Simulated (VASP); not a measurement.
Data:

```yaml
crystal:
  lattice:
    - [3.83589, 0.00000, 0.00000]
    - [0.00000, 3.83589, 0.00000]
    - [0.00000, 0.00000, 5.39315]
  atoms:
    - { symbol: Al, position: [0.50000, 0.50000, 0.50000] }
    - { symbol: Ga, position: [0.00000, 0.00000, 0.00000] }
    - { symbol: P, position: [0.00000, 0.50000, 0.24960] }
    - { symbol: P, position: [0.50000, 0.00000, 0.75040] }
```

These are LDA (Ceperley-Alder, Perdew-Zunger), VASP's LDA PAW potentials (set 64) (plane waves; VASP 6.6.1) values and carry that method's errors. Settings: 400 eV cut-off, Gaussian smearing of 0.050 eV, potentials Al Ga_d P.

Q: Give the energies of bands 8 to 16 at the high-symmetry points, in eV from the valence-band maximum.

A: 
```
band      Γ      X      M      Z      R      A
----  -----  -----  -----  -----  -----  -----
8     -6.14  -5.38  -6.76  -3.69  -6.54  -6.49
9     -2.49  -4.54  -5.60  -2.90  -5.95  -5.25
10    -2.49  -3.24  -2.50  -1.70  -1.00  -3.62
11    -0.03  -3.19  -2.46  -1.70  -0.98  -3.38
12     0.00  -1.08  -2.46  -1.40  -0.96  -3.25
13     0.00  -1.07  -2.40  -1.40  -0.89  -3.25
14     1.48   3.28   1.44   2.16   1.69   4.43
15     1.73   3.44   1.44   2.51   2.69   4.43
16     2.83   5.78   1.54   3.84   4.47   5.20
```

The gap is indirect, 1.44 eV, from the valence maximum at Γ to the conduction minimum at Γ-Z at 0.22.

The structure comes from a computed database's AlGaP2 entry (P-4m2); how it stands against other phases isn't given here. It was relaxed first.
